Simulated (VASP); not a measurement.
Output of a VASP run:

**OSZICAR**
```
       N       E                     dE             d eps       ncg     rms          rms(c)
DAV:   1     0.333744892955E+02    0.33374E+02   -0.77460E+03  1456   0.100E+03
DAV:   2    -0.764054582278E+01   -0.41015E+02   -0.40049E+02  1646   0.205E+02
DAV:   3    -0.912263336296E+01   -0.14821E+01   -0.13848E+01  1952   0.247E+01
DAV:   4    -0.915065802100E+01   -0.28025E-01   -0.27324E-01  1803   0.357E+00
DAV:   5    -0.915141898401E+01   -0.76096E-03   -0.75204E-03  2148   0.434E-01    0.226E+01
DAV:   6    -0.915243905031E+01   -0.10201E-02   -0.21271E-02  1586   0.117E+00    0.135E+01
DAV:   7    -0.916087171725E+01   -0.84327E-02   -0.38379E-02  1586   0.157E+00    0.207E-01
DAV:   8    -0.916055256661E+01    0.31915E-03   -0.21526E-03  1706   0.347E-01    0.570E-02
DAV:   9    -0.916056215082E+01   -0.95842E-05   -0.20863E-04  1874   0.106E-01    0.340E-02
DAV:  10    -0.916055306978E+01    0.90810E-05   -0.30716E-05  1698   0.390E-02    0.424E-02
DAV:  11    -0.916055535834E+01   -0.22886E-05   -0.49090E-06  1641   0.157E-02    0.143E-03
DAV:  12    -0.916055580276E+01   -0.44442E-06   -0.27752E-07   893   0.415E-03
   1 F= -.91605558E+01 E0= -.91605558E+01  d E =0.000000E+00
```

File OUTCAR:
```
------------------------ aborting loop because EDIFF is reached ----------------------------------------
  FORCE on cell =-STRESS in cart. coord.  units (eV):
  Direction    XX          YY          ZZ          XY          YZ          ZX
  --------------------------------------------------------------------------------------
  Total        0.0607576      0.0607576     -0.2324518      0.0000000      0.0000000     -0.0000000
  in kB        1.4758406      1.4758404     -5.6464022      0.0000000      0.0000000     -0.0000000
  external PRESSURE =      -0.8982404 kB  Pullay stress =       0.0000000 kB
  volume of cell :       65.96
      direct lattice vectors                 reciprocal lattice vectors
     1.815000000 -3.143672000  0.000000000     0.275482094 -0.159049672  0.000000000
     1.815000000  3.143672000  0.000000000     0.275482094  0.159049672  0.000000000
     0.000000000  0.000000000  5.780000000     0.000000000  0.000000000  0.173010381
 POSITION                                       TOTAL-FORCE (eV/Angst)
 -----------------------------------------------------------------------------------
      1.81500      1.04789      1.44500        -0.000000      0.000000      0.000000
      1.81500     -1.04789      4.33500         0.000000     -0.000000      0.000000
 -----------------------------------------------------------------------------------
    total drift:                                0.000000      0.000115     -0.000011
  FREE ENERGIE OF THE ION-ELECTRON SYSTEM (eV)
  ---------------------------------------------------
  free  energy   TOTEN  =        -9.1605558028 eV

  energy  without entropy=       -9.1605558028  energy(sigma->0) =       -9.16055580
```
(Selected blocks of OUTCAR.)

File POSCAR:
```
Gd
1
    1.8150000000    -3.1436720000     0.0000000000
    1.8150000000     3.1436720000     0.0000000000
    0.0000000000     0.0000000000     5.7800000000
Gd
2
Direct
  0.3333330000   0.6666670000   0.2500000000
  0.6666670000   0.3333330000   0.7500000000
```

Q: Write an INCAR and KPOINTS that could have produced this output.

A: This is not unique; one that fits is the input of the run itself, PBE GGA, plane waves, VASP's PBE PAW potentials (set 64).

**KPOINTS**
```
Automatic
0
G
10 10 6
0 0 0
```

**INCAR**
```
! general
SYSTEM   =  Gd
PREC     =  Accurate
ENCUT    =  400   ! plane-wave cut-off (eV)
LREAL    =  .False.   ! projection in real space or not
LASPH    =  .True.

! electronic loop
EDIFF    =  1E-6   ! SCF stop (eV)
NELM     =  100   ! most electronic steps
ALGO     =  Normal   ! blocked Davidson
LMAXMIX  =  6   ! l cut-off of mixed one-centre charges

! smearing
ISMEAR   =  -5   ! tetrahedra, Bloechl

! functional
GGA      =  PE

! ions
ISIF     =  2   ! forces and stress, cell fixed

! output
LWAVE    =  .False.
LCHARG   =  .False.
```

POTCAR, in this order: Gd_3 (PBE.64 set). Program: vasp_std.

The 4f electrons are frozen in the core of the lanthanide potential, so 4f levels, which can set the real gap, and their magnetism are missing. For a metal the tetrahedron method with Blöchl corrections gives inexact stress and forces.

The compound is Gd in the hcp structure. The cell was not relaxed at this level. The run is one of a series of settings (ISMEAR = -5, SIGMA removed against the base run), some of them coarse on purpose.
